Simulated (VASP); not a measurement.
Energy against volume of Be (hcp). These are RPBE GGA, VASP's PBE PAW potentials (set 64) (plane waves; VASP) values and carry that method's errors. Settings: 520 eV cut-off, 18×18×10 Γ-centred mesh, first-order Methfessel-Paxton smearing of 0.10 eV, potentials Be.

Shape and ions are relaxed at each volume.

| V (Å³/atom) | E (eV/atom) |
|---|---|
| 7.878 | -3.50997 |
| 8.122 | -3.51252 |
| 8.366 | -3.50968 |
| 8.609 | -3.50212 |

Task: Fit these four points and predict the energy of the run at 7.635 Å³/atom.

Result: A cubic in V^(−2/3), the third-order Birch-Murnaghan form, passes through the four points with V0 = 8.11 Å³/atom and B0 = 118 GPa, and gives -3.5014 eV/atom there. The run gave -3.5013 eV/atom, +0.1 meV/atom from the fit; all five points give B0 = 118 GPa.

The compound is Be in the hcp structure. It was relaxed first.
